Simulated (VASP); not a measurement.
## Bi: structure and properties in VASP

Wanted: the relaxed cell of Bi and its properties. The steps: full relaxation (r2SCAN + rVV10), second relaxation, density, ELF and potential (r2SCAN + rVV10), band structure (r2SCAN + rVV10), total and projected DOS (r2SCAN + rVV10), volume scan with r2SCAN + rVV10, fit for r2SCAN + rVV10 and self-consistent run (r2SCAN + rVV10) with a changed input. Left out of this account: at least 1 further run (phonons: it ended without a result to show). This is not the structure that Bi takes at ambient conditions. The start is a computed cell from the Materials Project.

Program: VASP 6.6.1. Level of theory: r2SCAN with rVV10; plane waves and PAW (Bi_d). Results are calculated unless marked as measured.

The starting crystal is not the ambient structure of Bi (space group No. 166); it is a model or a phase of other conditions.

## (1) The starting structure

Before any relaxation, the start is as follows. Symmetry: Im-3m, No. 229, cubic system. The conventional cell has a = 3.963 Å, b = 3.963 Å, c = 3.963 Å, α = 90.00°, β = 90.00°, γ = 90.00°. Nearest to Bi lie 8 Bi at 3.43 Å.

As a file:

```xyz
1
Lattice="-1.9814 1.9814 1.9814 1.9814 -1.9814 1.9814 1.9814 1.9814 -1.9814" Properties=species:S:1:pos:R:3 pbc="T T T"
Bi    0.0000    0.0000    0.0000
```

## (2) Full relaxation (r2SCAN + rVV10)

The start need not lie at this functional's minimum. ISIF = 3 frees volume, shape and positions, and EDIFFG sets the threshold on forces and stress at which the search stops. r2SCAN adds the kinetic-energy density, costs more than a GGA and is run with LASPH. LUSE_VDW switches on a nonlocal correlation term for dispersion.

INCAR

```
SYSTEM = Bi
PREC = Accurate
ENCUT = 400
EDIFF = 1E-06
NELM = 100
ISMEAR = 1
SIGMA = 0.2
LREAL = .FALSE.
ALGO = Normal
METAGGA = R2SCAN
LUSE_VDW = .TRUE.
IVDW_NL = 2
BPARAM = 11.95
CPARAM = 0.0093
LASPH = .TRUE.
NBANDS = 13
LORBIT = 11
LWAVE = .FALSE.
LCHARG = .FALSE.
KPAR = 2
IBRION = 2
NSW = 60
ISIF = 3
EDIFFG = -0.01
```

POSCAR

```
Bi
1.0
   -1.9814305318      1.9814305318      1.9814305318
    1.9814305318     -1.9814305318      1.9814305318
    1.9814305318      1.9814305318     -1.9814305318
Bi
1
Direct
    0.0000000000      0.0000000000      0.0000000000
```

KPOINTS

```
Automatic mesh
0
Gamma
9 9 9
0 0 0
```

PAW data sets: Bi_d (PBE family, release 64).

Started as:

```sh
$ mpirun -np 2 vasp_std
```

What it wrote:

```text
[banner, memory and clock lines left out]
running    2 mpi-ranks, on    1 nodes
 distrk:  each k-point on    1 cores,    2 groups
 distr:  one band on    1 cores,    1 groups

 POSCAR found type information on POSCAR Bi
 POSCAR found :  1 types and       1 ions
|                                                                             |
|               ----> ADVICE to this user running VASP <----                  |
|                                                                             |
|     You have switched on vdW-DFT.                                           |
|     This routine was written and supplied by Jiri Klimes. We recommend      |
|     that you carefully read and cite the following publications:            |
|       J. Klimes, D.R. Bowler, A. Michelides                                 |
|          J. Phys.: Cond Matt. 22 022201 (2010)                              |
|       J. Klimes, D.R. Bowler, A. Michelides                                 |
|          Phys. Rev. B. 83, 195131 (2011)                                    |
|     and references therein.                                                 |
|                                                                             |

|                                                                             |
|               ----> ADVICE to this user running VASP <----                  |
|                                                                             |
|     You enforced a specific xc type in the INCAR file but a different       |
|     [... a line on the potential file left out ...]
|     I HOPE YOU KNOW WHAT YOU ARE DOING!                                     |
|                                                                             |

 LDA part: xc-table for (None), standard interpolation
 POSCAR, INCAR and KPOINTS ok, starting setup
 FFT: planning ... GRIDC
 FFT: planning ... GRID_SOFT
 FFT: planning ... GRID
 WAVECAR not read
 entering main loop
       N       E                     dE             d eps       ncg     rms          rms(c)
Total rVV10 correction in eV:      0.3745564    16.1245764
Total rVV10 correction in eV:      0.3745564    16.1245764
DAV:   1     0.450100862717E+02    0.45010E+02   -0.68789E+03   920   0.113E+03
DAV:   2    -0.556998200970E+02   -0.10071E+03   -0.97749E+02   970   0.314E+02
DAV:   3    -0.612521369673E+02   -0.55523E+01   -0.55387E+01  1138   0.781E+01
DAV:   4    -0.613828853837E+02   -0.13075E+00   -0.13073E+00  1118   0.130E+01
DAV:   5    -0.613892396124E+02   -0.63542E-02   -0.63541E-02  1306   0.246E+00    0.737E-01
Total rVV10 correction in eV:      0.3716498    16.1245760
Total rVV10 correction in eV:      0.3716498    16.1245760
DAV:   6    -0.579156405599E+02    0.34736E+01   -0.88265E-01  1100   0.175E+01    0.599E-01
Total rVV10 correction in eV:      0.3712684    16.1245760
Total rVV10 correction in eV:      0.3712684    16.1245760
DAV:   7    -0.579146017351E+02    0.10388E-02   -0.82365E-03  1284   0.112E+00    0.383E-01
Total rVV10 correction in eV:      0.3701362    16.1245760
Total rVV10 correction in eV:      0.3701362    16.1245760
DAV:   8    -0.579171800606E+02   -0.25783E-02   -0.14263E-02  1266   0.167E+00    0.897E-02
Total rVV10 correction in eV:      0.3698040    16.1245760
Total rVV10 correction in eV:      0.3698040    16.1245760
DAV:   9    -0.579169720354E+02    0.20803E-03   -0.69934E-04  1110   0.404E-01    0.530E-02
Total rVV10 correction in eV:      0.3697308    16.1245760
Total rVV10 correction in eV:      0.3697308    16.1245760
DAV:  10    -0.579168933721E+02    0.78663E-04   -0.56571E-04  1241   0.389E-01    0.171E-02
Total rVV10 correction in eV:      0.3697896    16.1245760
Total rVV10 correction in eV:      0.3697896    16.1245760
DAV:  11    -0.579168833752E+02    0.99969E-05   -0.35532E-05  1115   0.102E-01    0.471E-03
Total rVV10 correction in eV:      0.3698060    16.1245760
Total rVV10 correction in eV:      0.3698060    16.1245760
DAV:  12    -0.579168846760E+02   -0.13008E-05   -0.92026E-06  1316   0.466E-02    0.319E-03
Total rVV10 correction in eV:      0.3698024    16.1245760
Total rVV10 correction in eV:      0.3698024    16.1245760
DAV:  13    -0.579168835540E+02    0.11220E-05   -0.16362E-06   620   0.223E-02    0.333E-04
Total rVV10 correction in eV:      0.3698029    16.1245760
Total rVV10 correction in eV:      0.3698029    16.1245760
DAV:  14    -0.579168835426E+02    0.11402E-07   -0.10544E-07   580   0.288E-03
Total rVV10 correction in eV:      0.3698029    16.1245760
Total rVV10 correction in eV:      0.3698029    16.1245760
Total rVV10 correction in eV:      0.3698022    16.1245760
Total rVV10 correction in eV:      0.3698022    16.1245760
   1 F= -.57916884E+02 E0= -.57916916E+02  d E =-.579169E+02
 curvature:   0.00 expect dE= 0.000E+00 dE for cont linesearch  0.000E+00
 trial: gam= 0.00000 g(F)=  0.469E-63 g(S)=  0.363E-02 ort = 0.000E+00 (trialstep = 0.100E+01)
 search vector abs. value=  0.363E-02
 bond charge predicted
       N       E                     dE             d eps       ncg     rms          rms(c)
Total rVV10 correction in eV:      0.3701230    16.1245760
Total rVV10 correction in eV:      0.3701230    16.1245760
DAV:   1    -0.580100780078E+02   -0.93194E-01   -0.22078E+00  1165   0.270E+01    0.163E+00
Total rVV10 correction in eV:      0.3678015    16.1245752
Total rVV10 correction in eV:      0.3678015    16.1245752
DAV:   2    -0.579308480756E+02    0.79230E-01   -0.11292E-01  1110   0.648E+00    0.669E-01
Total rVV10 correction in eV:      0.3663099    16.1245752
Total rVV10 correction in eV:      0.3663099    16.1245752
DAV:   3    -0.579169808199E+02    0.13867E-01   -0.56816E-02  1473   0.411E+00    0.679E-02
Total rVV10 correction in eV:      0.3662615    16.1245752
Total rVV10 correction in eV:      0.3662615    16.1245752
DAV:   4    -0.579172270859E+02   -0.24627E-03   -0.86765E-04   980   0.318E-01    0.422E-02
Total rVV10 correction in eV:      0.3658700    16.1245752
Total rVV10 correction in eV:      0.3658700    16.1245752
DAV:   5    -0.579175064178E+02   -0.27933E-03   -0.84257E-04  1005   0.262E-01    0.206E-02
Total rVV10 correction in eV:      0.3657840    16.1245752
Total rVV10 correction in eV:      0.3657840    16.1245752
DAV:   6    -0.579174782441E+02    0.28174E-04   -0.42353E-05  1015   0.687E-02    0.410E-03
Total rVV10 correction in eV:      0.3658136    16.1245752
Total rVV10 correction in eV:      0.3658136    16.1245752
DAV:   7    -0.579174778910E+02    0.35310E-06   -0.50008E-06  1110   0.222E-02
Total rVV10 correction in eV:      0.3658120    16.1245752
Total rVV10 correction in eV:      0.3658120    16.1245752
Total rVV10 correction in eV:      0.3658096    16.1245752
Total rVV10 correction in eV:      0.3658096    16.1245752
   2 F= -.57917478E+02 E0= -.57917280E+02  d E =-.594348E-03
[...]
3 F= -.57917981E+02 E0= -.57917883E+02  d E =-.109735E-02
 curvature:  -0.29 expect dE=-0.822E-05 dE for cont linesearch -0.822E-05
 ZBRENT: interpolating
 opt :   0.6446  next Energy=   -57.917988 (dE=-0.110E-02)
 bond charge predicted
       N       E                     dE             d eps       ncg     rms          rms(c)
Total rVV10 correction in eV:      0.3674278    16.1245755
Total rVV10 correction in eV:      0.3674278    16.1245755
DAV:   1    -0.579181517534E+02   -0.17068E-03   -0.43610E-03  1175   0.123E+00    0.710E-02
Total rVV10 correction in eV:      0.3673266    16.1245755
Total rVV10 correction in eV:      0.3673266    16.1245755
DAV:   2    -0.579179995202E+02    0.15223E-03   -0.21859E-04  1125   0.281E-01    0.294E-02
Total rVV10 correction in eV:      0.3672601    16.1245755
Total rVV10 correction in eV:      0.3672601    16.1245755
DAV:   3    -0.579179729961E+02    0.26524E-04   -0.11377E-04  1468   0.181E-01    0.315E-03
Total rVV10 correction in eV:      0.3672585    16.1245755
Total rVV10 correction in eV:      0.3672585    16.1245755
DAV:   4    -0.579179739268E+02   -0.93071E-06   -0.15801E-06   749   0.145E-02
Total rVV10 correction in eV:      0.3672445    16.1245755
Total rVV10 correction in eV:      0.3672445    16.1245755
Total rVV10 correction in eV:      0.3672395    16.1245755
Total rVV10 correction in eV:      0.3672395    16.1245755
   4 F= -.57917974E+02 E0= -.57917865E+02  d E =-.109038E-02
 curvature:  -0.25 expect dE=-0.162E-05 dE for cont linesearch -0.162E-05
 trial: gam=-0.04048 g(F)=  0.938E-63 g(S)=  0.649E-05 ort = 0.153E-03 (trialstep = 0.929E+00)
 search vector abs. value=  0.117E-07
 reached required accuracy - stopping structural energy minimisation
```

Elapsed: 3.5 min, on 2 MPI ranks of AMD EPYC 7R43, shared host; peak memory 0.28 GiB.

Lines that name or quote the potential files are left out of all logs, and their timing lines are given in words.

From OUTCAR (step 2):

```text
ion  position               nearest neighbor table
   1  0.000  0.000  0.000-

  LATTYP: Found a body centered cubic cell.
 ALAT       =     3.9628610636

 Subroutine GETGRP returns: Found 48 space group operations
 (whereof 48 operations were pure point group operations)

The static configuration has the point symmetry O_h .

 Found     35 irreducible k-points:

   k-points           NKPTS =     35   k-points in BZ     NKDIM =     35   number of bands    NBANDS=     13

   dimension x,y,z NGX =    24 NGY =   24 NGZ =   24
   dimension x,y,z NGXF=    48 NGYF=   48 NGZF=   48

   ENCUT  =  400.0 eV  29.40 Ry    5.42 a.u.   5.60  5.60  5.60*2*pi/ulx,y,z

   NELECT =      15.0000    total number of electrons

 k-points in reciprocal lattice and weights: Automatic mesh
   0.00000000  0.00000000  0.00000000       0.001
   0.11111111  0.00000000  0.00000000       0.016
   0.22222222  0.00000000  0.00000000       0.016
   0.33333333  0.00000000  0.00000000       0.016
   0.44444444  0.00000000  0.00000000       0.016
   0.11111111  0.11111111  0.00000000       0.033
   0.22222222  0.11111111  0.00000000       0.066
   0.33333333  0.11111111  0.00000000       0.066
   0.44444444  0.11111111 -0.00000000       0.033
[...]
-0.44444444 -0.44444444  0.33333333       0.011
  -0.44444444  0.44444444  0.44444444       0.008

 average (electrostatic) potential at core
       1-109.6667

 E-fermi :   8.1296

 k-point     1 :       0.0000    0.0000    0.0000
  band No.  band energies     occupation
    ...
      2     -15.7211      2.00000
      3     -15.7211      2.00000
      4     -15.5707      2.00000
      5     -15.5707      2.00000
      6      -6.2245      2.00000
      7      13.4711      0.00000
      8      13.4711      0.00000
      9      13.4711      0.00000
     10      18.3187      0.00000
     11      19.2666      0.00000
    ...

 k-point     2 :       0.1111    0.0000    0.0000
  band No.  band energies     occupation
    ...
      2     -15.7121      2.00000
      3     -15.6930      2.00000
      4     -15.5770      2.00000
      5     -15.5720      2.00000
      6      -5.9821      2.00000
      7      11.4007     -0.00000
      8      12.7623      0.00000
      9      13.2664      0.00000
     10      17.5344      0.00000
     11      18.1876      0.00000
    ...

 k-point     3 :       0.2222    0.0000    0.0000
  band No.  band energies     occupation
    ...
      3     -15.6209      2.00000
      4     -15.5888      2.00000
      5     -15.5751      2.00000
      6      -5.2705      2.00000
      7       8.0796      1.40874
      8      11.4354     -0.00000
      9      12.7365      0.00000
     10      16.0367      0.00000
     11      17.1202      0.00000
     12      19.1781      0.00000
    ...

  Total       -0.0066953     -0.0066953     -0.0066953     -0.0000000      0.0000000     -0.0000000
  in kB       -0.3498765     -0.3498765     -0.3498765     -0.0000000      0.0000000     -0.0000000
  external PRESSURE =      -0.3498765 kB  Pullay stress =       0.0000000 kB

  energy-cutoff  :      400.00
  volume of cell :       30.66
      direct lattice vectors                 reciprocal lattice vectors
    -1.971670745  1.971670745  1.971670745     0.000000000  0.253592037  0.253592037
     1.971670745 -1.971670745  1.971670745     0.253592037  0.000000000  0.253592037
     1.971670745  1.971670745 -1.971670745     0.253592037  0.253592037  0.000000000

 POSITION                                       TOTAL-FORCE (eV/Angst)
 -----------------------------------------------------------------------------------
      0.00000      0.00000      0.00000         0.000000     -0.000000      0.000000
 -----------------------------------------------------------------------------------
    total drift:                               -0.000000     -0.000000      0.000000

  FREE ENERGIE OF THE ION-ELECTRON SYSTEM (eV)
  ---------------------------------------------------
  free  energy   TOTEN  =       -57.9179739268 eV

  energy  without entropy=      -57.9176473866  energy(sigma->0) =      -57.91786508

 reached required accuracy - stopping structural energy minimisation

 total charge
# of ion       s       p       d       tot
------------------------------------------
    1        1.516   1.289   9.908  12.713

[... 3 further parts left out ...]
```

CONTCAR:

```
Bi
   1.00000000000000
    -1.9716707446330544    1.9716707446330544    1.9716707446330544
     1.9716707446330544   -1.9716707446330544    1.9716707446330544
     1.9716707446330544    1.9716707446330544   -1.9716707446330544
  Bi
     1
Direct
     0.0000000000000000    0.0000000000000000    0.0000000000000000
```

This run has no spin polarisation. Its electron count is odd, so without a moment it is a metal by construction. The k-mesh is coarse for a metal. The PAW data sets were made with PBE, which is usual practice but a small mismatch for other functionals. The run keeps the 48 symmetry operations of its start, so it cannot find a distortion of lower symmetry.

Step by step:

| step | energy less that of the first step (eV) | largest force (eV/Å) | pressure (GPa) | volume (Å³) |
| --- | --- | --- | --- | --- |
| 1 | 0.0000 | 0.0000 | -0.82 | 31.12 |
| 2 | -0.0006 | 0.0000 | 0.59 | 30.41 |
| 3 | -0.0011 | 0.0000 | -0.07 | 30.69 |
| 4 | -0.0011 | 0.0000 | -0.04 | 30.66 |

| conventional cell, symmetrised | before | after | change |
| --- | --- | --- | --- |
| a (Å) | 3.963 | 3.943 | -0.5 % |
| b (Å) | 3.963 | 3.943 | -0.5 % |
| c (Å) | 3.963 | 3.943 | -0.5 % |
| volume (Å³/atom) | 31.12 | 30.66 | -1.5 % |

The relaxed structure:

```xyz
1
Lattice="-1.9717 1.9717 1.9717 1.9717 -1.9717 1.9717 1.9717 1.9717 -1.9717" Properties=species:S:1:pos:R:3 pbc="T T T"
Bi    0.0000    0.0000    0.0000
```

This step gave:

```yaml
electrons: 15
bands: 13
irreducible_k_points: 35
symmetry_operations: 48
free_energy_toten: -57.9180 eV
energy_at_zero_smearing: -57.9179 eV
fermi_energy: 8.130 eV
pressure: -0.03499 GPa
metallic_judged_on_the_points_sampled: yes
scf_cycles_over_all_ionic_steps: 31
```

It ends with forces that vanish by symmetry and a pressure of -0.03 GPa.

[end of part 1 of 5]

[Lines on the potential files, build, host, timing and source positions are cut from VASP's logs without a mark.]

[Logs are printed without paths, hosts, clocks, repeated set-up lines and the standing remarks that a program may print on its own settings, such as how far it seeks lower states.]

[Hosts, paths, dates, database ids (printed as entryN), source tags and the programs' standing remarks are cut or masked in the printed files.]

[A measured line is paired with the nearest computed mode of its activity, which favours agreement.]

[In band tables of VASP the shares of atoms and orbitals are scaled to a sum of 1 inside the atoms' spheres.]
